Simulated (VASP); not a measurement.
Computed with modified Becke-Johnson potential (mBJ), VASP's PBE PAW potentials (set 64) (plane waves; VASP).

A VASP calculation is set up with these files.

### KPOINTS_OPT
```
k-points along high-symmetry lines
11
Line-mode
Reciprocal
  0.000000   0.000000   0.000000 ! GAMMA
  0.500000   0.000000   0.500000 ! X

  0.500000   0.000000   0.500000 ! X
  0.625000   0.250000   0.625000 ! U

  0.375000   0.375000   0.750000 ! K
  0.000000   0.000000   0.000000 ! GAMMA

  0.000000   0.000000   0.000000 ! GAMMA
  0.500000   0.500000   0.500000 ! L

  0.500000   0.500000   0.500000 ! L
  0.500000   0.250000   0.750000 ! W

  0.500000   0.250000   0.750000 ! W
  0.500000   0.000000   0.500000 ! X
```

File POSCAR:
```
PbSe
1
    0.0000000000     3.1077866463     3.1077866463
    3.1077866463     0.0000000000     3.1077866463
    3.1077866463     3.1077866463     0.0000000000
Pb Se
1 1
Direct
  0.0000000000   0.0000000000   0.0000000000
  0.5000000000   0.5000000000   0.5000000000
```

KPOINTS:
```
Automatic mesh
0
Gamma
6 6 6
0 0 0
```

**INCAR**
```
SYSTEM = PbSe
PREC = Accurate; ENCUT = 520; LREAL = .FALSE.
LASPH = .TRUE.
EDIFF = 1E-6; NELM = 200; ALGO = Normal
LMAXMIX = 4; LMIXTAU = .TRUE.
ISMEAR = 0; SIGMA = 0.05
METAGGA = MBJ
ISIF = 0
LWAVE = .FALSE.; LCHARG = .FALSE.
```

POTCAR, in this order: Pb_d Se (PBE.64 set). Program: vasp_std. Read from the step before: WAVECAR.

Output of the run:

**OSZICAR**
```
       N       E                     dE             d eps       ncg     rms          rms(c)
DAV:   1     0.127107705030E+04    0.12711E+04   -0.23841E+00   514   0.184E+01    0.295E+00
DAV:   2     0.127106030506E+04   -0.16745E-01   -0.99366E-01   448   0.822E+00    0.609E+00
DAV:   3     0.127078967941E+04   -0.27063E+00   -0.68134E-02   646   0.228E+00    0.803E+00
DAV:   4     0.127157446180E+04    0.78478E+00   -0.10470E-01   448   0.397E+00    0.261E+00
DAV:   5     0.127176078639E+04    0.18632E+00   -0.12548E-01   448   0.241E+00    0.183E+00
DAV:   6     0.127184008851E+04    0.79302E-01   -0.29395E-03   570   0.495E-01    0.140E+00
DAV:   7     0.127191805614E+04    0.77968E-01   -0.21581E-03   448   0.311E-01    0.882E-01
DAV:   8     0.127206229917E+04    0.14424E+00   -0.23130E-03   448   0.537E-01    0.896E-02
DAV:   9     0.127204637442E+04   -0.15925E-01   -0.71808E-04   448   0.316E-01    0.871E-02
DAV:  10     0.127205071235E+04    0.43379E-02   -0.26699E-04   454   0.173E-01    0.197E-02
DAV:  11     0.127205113181E+04    0.41946E-03   -0.73103E-05   448   0.118E-01    0.212E-02
DAV:  12     0.127205152675E+04    0.39494E-03   -0.34230E-06   478   0.172E-02    0.236E-02
DAV:  13     0.127205717164E+04    0.56449E-02   -0.56549E-06   454   0.344E-02    0.168E-02
DAV:  14     0.127205519022E+04   -0.19814E-02   -0.42356E-06   466   0.198E-02    0.562E-03
DAV:  15     0.127205622339E+04    0.10332E-02   -0.13074E-06   326   0.103E-02    0.473E-03
DAV:  16     0.127205584442E+04   -0.37897E-03   -0.13615E-07   224   0.389E-03    0.825E-04
DAV:  17     0.127205611439E+04    0.26997E-03   -0.82762E-08   224   0.285E-03    0.215E-03
DAV:  18     0.127205599639E+04   -0.11800E-03   -0.12455E-08   224   0.162E-03    0.698E-04
DAV:  19     0.127205601895E+04    0.22556E-04   -0.12513E-08   224   0.110E-03    0.774E-04
DAV:  20     0.127205598522E+04   -0.33729E-04   -0.18996E-09   224   0.684E-04    0.436E-04
DAV:  21     0.127205594995E+04   -0.35265E-04   -0.14026E-09   224   0.348E-04    0.661E-05
DAV:  22     0.127205594689E+04   -0.30599E-05   -0.28555E-10   224   0.261E-04    0.112E-04
DAV:  23     0.127205594063E+04   -0.62650E-05   -0.76378E-11   224   0.106E-04    0.577E-05
DAV:  24     0.127205593969E+04   -0.94059E-06   -0.22747E-11   224   0.660E-05
   1 F= 0.12720559E+04 E0= 0.12720559E+04  d E =-.697138E-11
       N       E                     dE             ncg
       N       E                     dE             ncg
       N       E                     dE             ncg
       N       E                     dE             ncg
       N       E                     dE             ncg
```

OUTCAR:
```
------------------------ aborting loop because EDIFF is reached ----------------------------------------
  volume of cell :       60.03
      direct lattice vectors                 reciprocal lattice vectors
     0.000000000  3.107786646  3.107786646    -0.160886205  0.160886205  0.160886205
     3.107786646  0.000000000  3.107786646     0.160886205 -0.160886205  0.160886205
     3.107786646  3.107786646  0.000000000     0.160886205  0.160886205 -0.160886205
  FREE ENERGIE OF THE ION-ELECTRON SYSTEM (eV)
  ---------------------------------------------------
  free  energy   TOTEN  =      1272.0559396866 eV

  energy  without entropy=     1272.0559396866  energy(sigma->0) =     1272.05593969

     CMBJ =    1.0000

     CMBJA=   -0.0120

     CMBJB=    1.0230

     CMBJE=    0.5000

    CMBJ =    1.2407
```
(Selected blocks of OUTCAR.)

**OUTCAR**
```
 val. band max:        4.6247899516   @ k =   0.5000   0.0000   0.0000

 cond. band min:       5.6381669515   @ k =   0.5000   0.0000   0.0000


 Fermi energy:         4.8376991302

 k-point     1 :       0.0000    0.0000    0.0000
  band No.  band energies     occupation
      1     -12.5843      2.00000
      2     -12.5843      2.00000
      3     -12.5716      2.00000
      4     -12.5716      2.00000
      5     -12.5716      2.00000
      6      -8.5003      2.00000
      7      -1.3726      2.00000
      8       2.8356      2.00000
      9       2.8356      2.00000
     10       2.8356      2.00000
     11       9.6567      0.00000
     12       9.6567      0.00000
     13       9.6573      0.00000
     14      11.5223      0.00000

 k-point     2 :       0.1667    0.0000    0.0000
  band No.  band energies     occupation
      1     -12.5875      2.00000
      2     -12.5875      2.00000
      3     -12.5706      2.00000
      4     -12.5667      2.00000
      5     -12.5667      2.00000
      6      -8.3174      2.00000
      7      -1.9863      2.00000
      8       2.9024      2.00000
      9       2.9025      2.00000
     10       3.2958      2.00000
     11       8.2146      0.00000
     12       8.6270      0.00000
     13       8.6276      0.00000
     14      11.5546      0.00000

 k-point     3 :       0.3333    0.0000    0.0000
  band No.  band energies     occupation
      1     -12.5957      2.00000
      2     -12.5957      2.00000
      3     -12.5689      2.00000
      4     -12.5556      2.00000
      5     -12.5555      2.00000
      6      -7.8744      2.00000
      7      -3.0898      2.00000
      8       3.0740      2.00000
      9       3.0741      2.00000
     10       4.0884      2.00000
     11       6.5052      0.00000
     12       7.3085      0.00000
     13       7.3091      0.00000
     14      12.3701      0.00000

 k-point     4 :       0.5000    0.0000    0.0000
  band No.  band energies     occupation
...
```

mBJ is a potential without an energy functional, so only the levels count. Unless said otherwise, spin-orbit coupling is left out, though it shifts the bands of the heavy elements here.

The compound is PbSe in the rock salt structure. It was relaxed first. The cell's shape comes from a PBE relaxation.
